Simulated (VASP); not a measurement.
The system is VSe2.

```
V Se
1.0
     3.35500    0.00000    0.00000
    -1.67750    2.90552    0.00000
     0.00000    0.00000    6.13400
V Se
1 2
Direct
  0.00000 0.00000 0.00000
  0.33333 0.66667 0.25000
  0.66667 0.33333 0.75000
```

- Program: VASP 6.6.1
- Task: relaxation of cell and atoms
- Functional: LDA
- Potentials or basis: VASP PAW LDA potentials, release 64 (V_sv, Se)
- Cutoff: 520 eV
- k mesh: 12 × 12 × 6
- Occupations: gaussian, width 0.02 eV
- Spin: collinear spin, ferromagnetic start
- Starting moments: [1.0, 0.0, 0.0] μB

At the start: pressure -4.6 GPa; volume 19.93 Å³/atom.

How do energy, volume and symmetry change on relaxing?

Over 19 steps the energy falls by 26.0 meV/atom and the volume is 18.24 Å³/atom (-8.5 %); space group P-3m1 (No. 164, to 0.05 Å); moment 0.00 μB per cell.

Step by step:
```
step  energy change (eV)  largest force (eV/Å)  pressure (GPa)  volume (Å³)
   1              0.0000                0.0526           -4.65        59.79
   2             -0.0276                0.8669            4.54        54.92
   3             -0.0515                0.4756            0.45        56.81
   4             -0.0706                0.1153            0.03        56.22
   5             -0.0708                0.0815           -0.01        56.17
   6             -0.0718                0.0566           -0.22        56.15
   7             -0.0736                0.0167           -0.84        56.10
   8             -0.0740                0.0071           -0.77        56.02
   9             -0.0752                0.0221           -0.53        55.79
  10             -0.0766                0.0800           -0.03        55.32
  11             -0.0751                0.1948            1.07        54.38
  12             -0.0768                0.1121            0.27        55.07
  13             -0.0773                0.0891            0.22        54.93
  14             -0.0778                0.0402            0.17        54.63
  15             -0.0779                0.0130           -0.04        54.74
  16             -0.0779                0.0055           -0.09        54.77
  17             -0.0779                0.0043           -0.05        54.75
  18             -0.0779                0.0028            0.01        54.72
  19             -0.0779                0.0008            0.00        54.72
```

Final structure:
```xyz
3
Lattice="3.2545 0.0000 0.0000 -1.6273 2.8185 0.0000 0.0000 0.0000 5.9656" Properties=species:S:1:pos:R:3 pbc="T T T"
V    -1.6273    2.8185    0.0000
Se    0.0000    1.8790    1.5581
Se    1.6273    0.9395    4.4075
```
